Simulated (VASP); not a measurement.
Level of theory: PBE GGA, VASP's PBE PAW potentials (set 64) (plane waves; VASP).

Input for VASP

**KPOINTS**
```
K-points
0
gamma
 11 11 11
0 0 0
```

### INCAR
```
SYSTEM = TiCo
PREC = Accurate
ENCUT = 400
EDIFF = 1E-6
NELM = 100
ALGO = Normal
LREAL = .FALSE.
LASPH = .TRUE.
ISMEAR = 1
SIGMA = 0.1
GGA = PE
LMAXMIX = 4
LWAVE = .FALSE.
LCHARG = .FALSE.
IBRION = 2
ISIF = 3
NSW = 60
EDIFFG = -0.01
```

File POSCAR:
```
TiCo
1
    2.9658424470    -0.0000000000     0.0000000000
   -0.0000000000     2.9658424470     0.0000000000
    0.0000000000    -0.0000000000     2.9658424470
Ti Co
1 1
Direct
  0.0000000000   0.0000000000   0.0000000000
  0.5000000000   0.5000000000   0.5000000000
```

POTCAR, in this order: Ti_sv Co (PBE.64 set). Program: vasp_std.

Q: What will the output report for the number of irreducible k-points (NKPTS), number of bands (NBANDS), largest plane-wave count, number of space-group operations, FFT grid (NGX, NGY, NGZ)?

A: 
```yaml
number of irreducible k-points (NKPTS): 56
number of bands (NBANDS): 14
largest_plane_wave_count: 484
number_of_space_group_operations: 48
FFT grid (NGX, NGY, NGZ): 20 × 20 × 20
```

The compound is TiCo in the CsCl type structure. It was relaxed first. The start is the result of an earlier pass. The run is not spin-polarised, so no magnetic state was tried. The electron count is odd and the run is not spin-polarised, which forces a metal.
